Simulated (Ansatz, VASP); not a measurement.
# ZnS (Wurtzite-2H) in two plane-wave programs, part 2 of 3

One calculation is typed for both programs; each brings its own data sets. How far apart do they land? The cell is taken from a series of runs on this material, whose earlier steps may have relaxed, scaled, displaced or heated it; both programs get it as it stands.

VASP 6.6.1 and Ansatz 0.2.0.

So far: Starting point; Ansatz: zone-centre phonons, LDA.

## 3. VASP: zone-centre phonons, LDA

Level of this step: LDA; plane waves and PAW (S, Zn) (VASP).

The same cell, functional (in two slightly different forms) and mesh now go to VASP, with its own data sets.

Lines of VASP's logs that name or quote its potential files are left out, and so is its time.

INCAR

```
SYSTEM = ZnS
PREC = Accurate
ENCUT = 500
EDIFF = 1E-08
NELM = 120
ISMEAR = 0
SIGMA = 0.01
LREAL = .FALSE.
ALGO = Normal
GGA = CA
NBANDS = 24
LORBIT = 11
LWAVE = .FALSE.
LCHARG = .FALSE.
ISIF = 2
IBRION = 8
LEPSILON = .TRUE.
LASPH = .TRUE.
GGA_COMPAT = .FALSE.
EFERMI = MIDGAP
KPAR = 2
```

POSCAR

```
ZnS
1.0
    3.7637615660      0.0000000000      0.0000000000
   -1.8818807830      3.2595131300      0.0000000000
    0.0000000000      0.0000000000      6.1807445120
S Zn
2 2
Direct
    0.3333333333      0.6666666667      0.3795394317
    0.6666666667      0.3333333333      0.8795394317
    0.3333333333      0.6666666667      0.0054605683
    0.6666666667      0.3333333333      0.5054605683
```

KPOINTS

```
Automatic mesh
0
Gamma
12 12 8
0 0 0
```

Potentials, in the order of the species: S and Zn (LDA family, release 64).

Launch:

```
> mpirun -np 2 vasp_std
```

Log:

```text
[banner, memory and clock lines left out]
running    2 mpi-ranks, on    1 nodes
 distrk:  each k-point on    1 cores,    2 groups
 distr:  one band on    1 cores,    1 groups

 POSCAR found type information on POSCAR S Zn
 POSCAR found :  2 types and       4 ions
 LDA part: xc-table for (Slater(with rela. corr.)+CA(PZ))
 , standard interpolation
 POSCAR, INCAR and KPOINTS ok, starting setup
 FFT: planning ... GRIDC
 FFT: planning ... GRID_SOFT
 FFT: planning ... GRID
 WAVECAR not read
 entering main loop
       N       E                     dE             d eps       ncg     rms          rms(c)
DAV:   1     0.231475829108E+03    0.23148E+03   -0.17044E+04  4560   0.179E+03
DAV:   2     0.365198821924E+01   -0.22782E+03   -0.22040E+03  4896   0.361E+02
DAV:   3    -0.168448979422E+02   -0.20497E+02   -0.20392E+02  5688   0.111E+02
DAV:   4    -0.172576453081E+02   -0.41275E+00   -0.41247E+00  5368   0.164E+01
DAV:   5    -0.172655069672E+02   -0.78617E-02   -0.78609E-02  5736   0.213E+00    0.105E+01
DAV:   6    -0.164220663330E+02    0.84344E+00   -0.18796E+00  6592   0.418E+01    0.791E+00
DAV:   7    -0.164199480575E+02    0.21183E-02   -0.15963E+00  5064   0.758E+00    0.323E+00
DAV:   8    -0.163986416548E+02    0.21306E-01   -0.66747E-02  6272   0.255E+00    0.947E-01
DAV:   9    -0.163976065248E+02    0.10351E-02   -0.16069E-02  6432   0.180E+00    0.277E-01
DAV:  10    -0.163976547164E+02   -0.48192E-04   -0.60239E-04  6032   0.301E-01    0.162E-01
DAV:  11    -0.163976769903E+02   -0.22274E-04   -0.71698E-05  5664   0.111E-01    0.979E-02
DAV:  12    -0.163976736712E+02    0.33191E-05   -0.19733E-05  5544   0.701E-02    0.116E-02
DAV:  13    -0.163976738621E+02   -0.19085E-06   -0.90186E-07  5640   0.665E-03    0.494E-03
DAV:  14    -0.163976739280E+02   -0.65909E-07   -0.74725E-08  5528   0.180E-03    0.164E-03
DAV:  15    -0.163976739229E+02    0.51150E-08   -0.20290E-08  4248   0.105E-03
   1 F= -.16397674E+02 E0= -.16397674E+02  d E =0.000000E+00
 Linear response reoptimize wavefunctions to high precision
DAV:   1    -0.163976739233E+02   -0.47567E-09   -0.30949E-09  4000   0.767E-04
DAV:   2    -0.163976739234E+02   -0.11460E-09   -0.73233E-10  2912   0.182E-04
DAV:   3    -0.163976739234E+02    0.54570E-10   -0.86808E-11  2856   0.722E-05
 Linear response G [H, r] |phi>, progress :
  Direction:   1
       N       E                     dE             d eps       ncg     rms
RMM:   1    -0.812504486965E+02   -0.81250E+02    0.47465E+02  8680   0.939E+01
RMM:   2    -0.901423083500E+02   -0.88919E+01   -0.28460E+01  7447   0.352E+01
RMM:   3    -0.907354738549E+02   -0.59317E+00   -0.20267E+00  8129   0.930E+00
RMM:   4    -0.907610907088E+02   -0.25617E-01   -0.70701E-02  8277   0.194E+00
RMM:   5    -0.907645583280E+02   -0.34676E-02   -0.17902E-03  8351   0.510E-01
RMM:   6    -0.907653422025E+02   -0.78387E-03    0.26542E-03  8427   0.151E-01
RMM:   7    -0.907656507226E+02   -0.30852E-03    0.12872E-03  8505   0.498E-02
RMM:   8    -0.907657753432E+02   -0.12462E-03    0.38109E-04  8605   0.178E-02
RMM:   9    -0.907658041703E+02   -0.28827E-04    0.15731E-04  8514   0.725E-03
RMM:  10    -0.907658173866E+02   -0.13216E-04    0.54716E-05  6891   0.345E-03
RMM:  11    -0.907658192552E+02   -0.18686E-05    0.37400E-05  5833   0.188E-03
RMM:  12    -0.907658214098E+02   -0.21546E-05    0.28789E-06  5330   0.128E-03
RMM:  13    -0.907658216540E+02   -0.24415E-06    0.20036E-05  4988   0.101E-03
RMM:  14    -0.907658220801E+02   -0.42614E-06   -0.11474E-07  4873   0.932E-04
RMM:  15    -0.907658223155E+02   -0.23539E-06    0.15539E-05  4725   0.861E-04
RMM:  16    -0.907658222208E+02    0.94664E-07   -0.16728E-05  4593   0.852E-04
RMM:  17    -0.907658221116E+02    0.10927E-06    0.31133E-05  4497   0.826E-04
RMM:  18    -0.907658222667E+02   -0.15510E-06   -0.24575E-05  4373   0.827E-04
 Linear response G [H, r] |phi>, progress :
  Direction:   2
       N       E                     dE             d eps       ncg     rms
RMM:   1    -0.958313673258E+02   -0.95831E+02    0.29221E+02  8772   0.905E+01
RMM:   2    -0.101645527193E+03   -0.58142E+01   -0.23355E+01  7366   0.338E+01
RMM:   3    -0.102190975497E+03   -0.54545E+00   -0.16531E+00  8124   0.858E+00
RMM:   4    -0.102218687470E+03   -0.27712E-01   -0.74483E-02  8199   0.184E+00
RMM:   5    -0.102220473666E+03   -0.17862E-02   -0.10924E-02  8300   0.517E-01
RMM:   6    -0.102220778753E+03   -0.30509E-03   -0.22222E-03  8352   0.162E-01
RMM:   7    -0.102220823510E+03   -0.44757E-04   -0.11604E-03  8450   0.559E-02
RMM:   8    -0.102220800402E+03    0.23108E-04   -0.55887E-04  8533   0.210E-02
RMM:   9    -0.102220787089E+03    0.13313E-04   -0.35610E-04  8476   0.848E-03
RMM:  10    -0.102220786609E+03    0.47993E-06   -0.35583E-04  6839   0.362E-03
RMM:  11    -0.102220760870E+03    0.25739E-04   -0.57904E-05  5947   0.191E-03
RMM:  12    -0.102220758142E+03    0.27278E-05   -0.73825E-05  5402   0.130E-03
[...]
RMM:   7    -0.110694354785E+01   -0.36493E-03   -0.11057E-04 27889   0.521E-02    0.497E-03
RMM:   8    -0.110704435904E+01   -0.10081E-03   -0.30661E-06 28302   0.118E-02    0.299E-03
RMM:   9    -0.110702942122E+01    0.14938E-04    0.14920E-06 28124   0.417E-03    0.145E-03
RMM:  10    -0.110703192579E+01   -0.25046E-05    0.92990E-07 28060   0.199E-03    0.282E-04
[...]
RMM:   9    -0.113277876180E+01    0.21439E-04   -0.56557E-06  8270   0.391E-03    0.989E-04
RMM:  10    -0.113277549530E+01    0.32665E-05   -0.24864E-06  8235   0.188E-03    0.364E-04
RMM:  11    -0.113278214019E+01   -0.66449E-05   -0.10563E-06  8108   0.763E-04    0.105E-04
RMM:  12    -0.113278234355E+01   -0.20336E-06   -0.28991E-07  6451   0.251E-04    0.351E-05
RMM:  13    -0.113278217961E+01    0.16394E-06   -0.21849E-07  4839   0.124E-04    0.103E-05
RMM:  14    -0.113278223696E+01   -0.57350E-07    0.21878E-08  3637   0.809E-05    0.789E-06
 change of polarisation eV/A/(eV/A) component  3 :    -0.229    -0.208     2.154
 dielectric tensor                  component  3 :    -0.546    -0.496     6.140
 Linear response DOF=           4
 Linear response progress:
  Degree of freedom:   1/  4
       N       E                     dE             d eps       ncg     rms          rms(c)
RMM:   1    -0.106923391288E+00   -0.10692E+00    0.45109E-02 70418   0.198E+00
RMM:   2    -0.103667587848E+00    0.32558E-02   -0.64188E-03 42886   0.651E-01    0.170E-01
RMM:   3    -0.104055671744E+00   -0.38808E-03   -0.54925E-04 48635   0.157E-01    0.810E-02
RMM:   4    -0.104386603651E+00   -0.33093E-03   -0.82160E-05 47754   0.521E-02    0.202E-02
RMM:   5    -0.104439794964E+00   -0.53191E-04   -0.84551E-06 50193   0.139E-02    0.964E-03
RMM:   6    -0.104415151504E+00    0.24643E-04   -0.12362E-06 50127   0.478E-03    0.346E-03
RMM:   7    -0.104423352581E+00   -0.82011E-05   -0.64896E-08 48376   0.173E-03    0.870E-04
RMM:   8    -0.104422587626E+00    0.76496E-06   -0.48142E-09 51185   0.565E-04    0.618E-05
RMM:   9    -0.104421798399E+00    0.78923E-06   -0.34118E-08 49764   0.204E-04    0.501E-05
RMM:  10    -0.104421866582E+00   -0.68183E-07   -0.55252E-09 51351   0.871E-05    0.904E-06
RMM:  11    -0.104421958185E+00   -0.91602E-07    0.14698E-08 49471   0.499E-05    0.248E-06
RMM:  12    -0.104421943141E+00    0.15043E-07    0.19467E-08 47751   0.346E-05    0.535E-07
RMM:  13    -0.104421941945E+00    0.11961E-08    0.33306E-08 32509   0.280E-05    0.563E-07
 first order change of Fermi-energy  -0.79409E-01
 force on displaced ion       1 direction 1 :  -6.998   0.000   0.000
 Born effective charge ion    1 direction 1 :  -1.873  -0.000  -0.000
 Linear response progress:
  Degree of freedom:   2/  4
       N       E                     dE             d eps       ncg     rms          rms(c)
RMM:   1    -0.127159287550E+00   -0.12716E+00    0.55589E-02 16343   0.201E+00
RMM:   2    -0.122572685480E+00    0.45866E-02   -0.74814E-03  9492   0.749E-01    0.197E-01
RMM:   3    -0.122782767453E+00   -0.21008E-03   -0.94189E-04 10998   0.190E-01    0.956E-02
RMM:   4    -0.122976241146E+00   -0.19347E-03   -0.78623E-05  9915   0.634E-02    0.318E-02
RMM:   5    -0.123004397291E+00   -0.28156E-04   -0.19382E-05 10888   0.237E-02    0.884E-03
RMM:   6    -0.122992214735E+00    0.12183E-04   -0.11794E-06 11237   0.619E-03    0.464E-03
RMM:   7    -0.122994671948E+00   -0.24572E-05   -0.37105E-07 11395   0.164E-03    0.163E-03
RMM:   8    -0.122996469934E+00   -0.17980E-05    0.11923E-07 10166   0.123E-03    0.220E-04
RMM:   9    -0.122996681965E+00   -0.21203E-06   -0.32658E-08 11543   0.332E-04    0.101E-04
RMM:  10    -0.122996592799E+00    0.89165E-07    0.92847E-08 11610   0.118E-04    0.293E-05
RMM:  11    -0.122996598218E+00   -0.54187E-08    0.72208E-08 10478   0.538E-05    0.155E-05
 first order change of Fermi-energy  -0.74884E-01
 force on displaced ion       1 direction 3 :  -0.000   0.000  -9.795
 Born effective charge ion    1 direction 3 :   0.000   0.000  -1.979
 Linear response progress:
  Degree of freedom:   3/  4
       N       E                     dE             d eps       ncg     rms          rms(c)
RMM:   1    -0.213337705929E+00   -0.21334E+00   -0.42476E-03 41626   0.190E+00
RMM:   2    -0.210835691635E+00    0.25020E-02   -0.38800E-03 43441   0.442E-01    0.127E-01
RMM:   3    -0.210642894175E+00    0.19280E-03   -0.12794E-04 50049   0.704E-02    0.743E-02
RMM:   4    -0.210379026138E+00    0.26387E-03   -0.20422E-05 49496   0.248E-02    0.420E-03
RMM:   5    -0.210373370563E+00    0.56556E-05   -0.34350E-06 51258   0.503E-03    0.159E-03
RMM:   6    -0.210376194189E+00   -0.28236E-05   -0.43882E-07 51403   0.200E-03    0.314E-04
RMM:   7    -0.210376515900E+00   -0.32171E-06   -0.47203E-07 51681   0.602E-04    0.183E-04
RMM:   8    -0.210376714024E+00   -0.19812E-06   -0.25482E-07 51184   0.277E-04    0.322E-05
RMM:   9    -0.210376505847E+00    0.20818E-06   -0.11584E-07 51865   0.938E-05    0.179E-05
RMM:  10    -0.210376394442E+00    0.11140E-06   -0.22917E-08 50808   0.505E-05    0.255E-06
RMM:  11    -0.210376388425E+00    0.60171E-08   -0.19306E-08 50683   0.269E-05    0.104E-06
 first order change of Fermi-energy  -0.15281E+00
 force on displaced ion       3 direction 1 :  -6.206   0.000  -0.000
 Born effective charge ion    3 direction 1 :   1.873  -0.000   0.000
 Linear response progress:
  Degree of freedom:   4/  4
       N       E                     dE             d eps       ncg     rms          rms(c)
RMM:   1    -0.220049228856E+00   -0.22005E+00   -0.26943E-03  9406   0.192E+00
RMM:   2    -0.216964944688E+00    0.30843E-02   -0.39964E-03  9862   0.463E-01    0.152E-01
RMM:   3    -0.216668373795E+00    0.29657E-03   -0.18806E-04 11231   0.865E-02    0.799E-02
RMM:   4    -0.216366478892E+00    0.30189E-03   -0.78792E-05 11065   0.442E-02    0.199E-02
RMM:   5    -0.216305687786E+00    0.60791E-04   -0.31371E-05 11514   0.168E-02    0.663E-03
RMM:   6    -0.216310274423E+00   -0.45866E-05   -0.11719E-06 10744   0.490E-03    0.383E-03
RMM:   7    -0.216317027678E+00   -0.67533E-05   -0.48931E-07 10981   0.270E-03    0.735E-04
RMM:   8    -0.216318109322E+00   -0.10816E-05   -0.34008E-07 11156   0.849E-04    0.224E-04
RMM:   9    -0.216317607686E+00    0.50164E-06   -0.22206E-07 11644   0.301E-04    0.484E-05
RMM:  10    -0.216317483542E+00    0.12414E-06   -0.10805E-07 11695   0.131E-04    0.257E-05
RMM:  11    -0.216317464766E+00    0.18775E-07   -0.63962E-08 11694   0.532E-05    0.802E-06
RMM:  12    -0.216317492146E+00   -0.27380E-07    0.20738E-09 11615   0.322E-05    0.567E-06
RMM:  13    -0.216317498365E+00   -0.62181E-08    0.15740E-08 10515   0.236E-05    0.958E-07
 first order change of Fermi-energy   0.74801E-01
 force on displaced ion       3 direction 3 :   0.000  -0.000  -8.138
 Born effective charge ion    3 direction 3 :   0.000   0.000   1.979
 Born effective charges drift removed
 Linear response finished
```

(Continued in part 3 of 3.)

[Lines on the potential files, build, host, timing and source positions are cut from VASP's logs without a mark.]

[Logs are printed without paths, hosts, clocks, repeated set-up lines and the standing remarks that a program may print on its own settings, such as how far it seeks lower states.]

[Hosts, paths, dates, database ids (printed as entryN), source tags and the programs' standing remarks are cut or masked in the printed files.]
